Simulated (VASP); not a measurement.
A convergence study with VASP on CdTe (zinc blende): one setting is varied, all else stays as given below, so the limit is that of these other settings.

```
CdTe
1.0
    0.00000     3.24000     3.24000
    3.24000     0.00000     3.24000
    3.24000     3.24000     0.00000
Cd Te
1 1
Direct
  0.00000   0.00000   0.00000
  0.25000   0.25000   0.25000
```

These are LDA (Ceperley-Alder, Perdew-Zunger), VASP's LDA PAW potentials (set 64) (plane waves; VASP 6.6.1) values and carry that method's errors. The tightest run used: 550 eV cut-off, 16×16×16 Γ-centred mesh, tetrahedra with Blöchl corrections, potentials Cd Te.

Unless said otherwise, spin-orbit coupling is left out, though it shifts the bands of the heavy elements here. Gaps are read on the run's mesh, which can miss a band edge.

### Question
The settings run are 3×3×3 mesh; 4×4×4 mesh; 5×5×5 mesh; 6×6×6 mesh; 7×7×7 mesh; 8×8×8 mesh; 9×9×9 mesh; 10×10×10 mesh; 11×11×11 mesh; 12×12×12 mesh; 13×13×13 mesh; 14×14×14 mesh; 15×15×15 mesh; 16×16×16 mesh. From which on does the energy per atom stay within 0.001 eV/atom of the tightest run?

### Answer
From 8×8×8 mesh on: it is off by 0.0006 there and by no more than 0.001 in any finer run, while 7×7×7 mesh is off by 0.0015.
```json
[
 {"setting": "3×3×3 mesh", "E (eV/atom)": "-2.8859", "pressure (GPa)": "-0.34", "gap on the mesh (eV)": "0.498", "irreducible k-points": "4", "difference judged (eV/atom)": "0.1368"},
 {"setting": "4×4×4 mesh", "E (eV/atom)": "-2.9872", "pressure (GPa)": "-0.96", "gap on the mesh (eV)": "0.534", "irreducible k-points": "8", "difference judged (eV/atom)": "0.0356"},
 {"setting": "5×5×5 mesh", "E (eV/atom)": "-3.0118", "pressure (GPa)": "-1.14", "gap on the mesh (eV)": "0.546", "irreducible k-points": "10", "difference judged (eV/atom)": "0.0109"},
 {"setting": "6×6×6 mesh", "E (eV/atom)": "-3.0189", "pressure (GPa)": "-1.18", "gap on the mesh (eV)": "0.551", "irreducible k-points": "16", "difference judged (eV/atom)": "0.0038"},
 {"setting": "7×7×7 mesh", "E (eV/atom)": "-3.0212", "pressure (GPa)": "-1.20", "gap on the mesh (eV)": "0.553", "irreducible k-points": "20", "difference judged (eV/atom)": "0.0015"},
 {"setting": "8×8×8 mesh", "E (eV/atom)": "-3.0221", "pressure (GPa)": "-1.20", "gap on the mesh (eV)": "0.553", "irreducible k-points": "29", "difference judged (eV/atom)": "0.0006"},
 {"setting": "9×9×9 mesh", "E (eV/atom)": "-3.0224", "pressure (GPa)": "-1.20", "gap on the mesh (eV)": "0.554", "irreducible k-points": "35", "difference judged (eV/atom)": "0.0003"},
 {"setting": "10×10×10 mesh", "E (eV/atom)": "-3.0226", "pressure (GPa)": "-1.20", "gap on the mesh (eV)": "0.554", "irreducible k-points": "47", "difference judged (eV/atom)": "0.0002"},
 {"setting": "11×11×11 mesh", "E (eV/atom)": "-3.0226", "pressure (GPa)": "-1.20", "gap on the mesh (eV)": "0.554", "irreducible k-points": "56", "difference judged (eV/atom)": "0.0001"},
 {"setting": "12×12×12 mesh", "E (eV/atom)": "-3.0227", "pressure (GPa)": "-1.20", "gap on the mesh (eV)": "0.554", "irreducible k-points": "72", "difference judged (eV/atom)": "0.0000"},
 {"setting": "13×13×13 mesh", "E (eV/atom)": "-3.0227", "pressure (GPa)": "-1.20", "gap on the mesh (eV)": "0.554", "irreducible k-points": "84", "difference judged (eV/atom)": "0.0000"},
 {"setting": "14×14×14 mesh", "E (eV/atom)": "-3.0227", "pressure (GPa)": "-1.20", "gap on the mesh (eV)": "0.554", "irreducible k-points": "104", "difference judged (eV/atom)": "0.0000"},
 {"setting": "15×15×15 mesh", "E (eV/atom)": "-3.0227", "pressure (GPa)": "-1.20", "gap on the mesh (eV)": "0.554", "irreducible k-points": "120", "difference judged (eV/atom)": "0.0000"},
 {"setting": "16×16×16 mesh", "E (eV/atom)": "-3.0227", "pressure (GPa)": "-1.20", "gap on the mesh (eV)": "0.554", "irreducible k-points": "145", "difference judged (eV/atom)": "0.0000"}
]
```

Left out are rungs that failed or repeat a setting and relaxations that didn't move; long series are thinned to 24 rows.

The compound is CdTe in the zinc blende structure. The cell was not relaxed at this level.
